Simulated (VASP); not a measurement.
Here is a VASP 6.6.1 calculation.

INCAR

```
SYSTEM = PtAu
  PREC = Accurate
  ENCUT = 520
  EDIFF = 1E-6
  ISMEAR = -1
  SIGMA = 0.05
  LREAL = .False.
  LASPH = .True.
  NELM = 60
  ALGO = Normal
  ISIF = 2
  LWAVE = .False.
  LCHARG = .False.
  LDIPOL = .True.
  IDIPOL = 3
  DIPOL = 0.5 0.5 0.500
  GGA = PS
  IBRION = 2
  NSW = 40
  EDIFFG = -0.02
```

KPOINTS

```
regular mesh
0
Gamma
  8 8 1
  0 0 0
```

File POSCAR:

```
PtAu
1.0
    2.8192956260      0.0000000000      0.0000000000
   -1.4096478130      2.4415816329      0.0000000000
    0.0000000000      0.0000000000     26.8835143118
Pt Au
3 3
Selective dynamics
Direct
    0.3333333333      0.6666666667      0.2789813829  F F F
    0.0000000000      0.0000000000      0.4557962766  F F F
    0.6666666667      0.3333333333      0.6326111703  T T T
    0.6666666667      0.3333333333      0.3673888297  F F F
    0.3333333333      0.6666666667      0.5442037234  T T T
    0.0000000000      0.0000000000      0.7210186171  T T T
```

Potentials or basis: VASP PAW PBE potentials, release 64 (Pt, Au).

The run is started by

```bash
$ cat potpaw_PBE.64/Pt/POTCAR potpaw_PBE.64/Au/POTCAR > POTCAR
$ mpirun -np 1 vasp_std > vasp.out
```

Predict the band gap on the k mesh.

none (metal or under the smearing width).

Estimate the energy gained by relaxing.

3.6 meV/atom.

Step by step:
```csv
step,energy change (eV),largest force (eV/Å),pressure (GPa)
1,0.0000,0.2660,-4.49
2,-0.0019,0.2650,-4.48
3,-0.0070,0.2641,-4.37
4,-0.0137,0.2632,-4.12
5,-0.0125,0.4090,-3.56
6,-0.0157,0.2628,-3.89
7,-0.0184,0.2618,-3.76
8,-0.0206,0.3014,-3.53
9,-0.0207,0.3112,-3.47
10,-0.0215,0.2683,-3.40
```

Caveat: the PAW data sets were made with another functional, which shifts forces and pressure a little. Spin-orbit coupling is left out, which matters for the levels of Au, Pt.
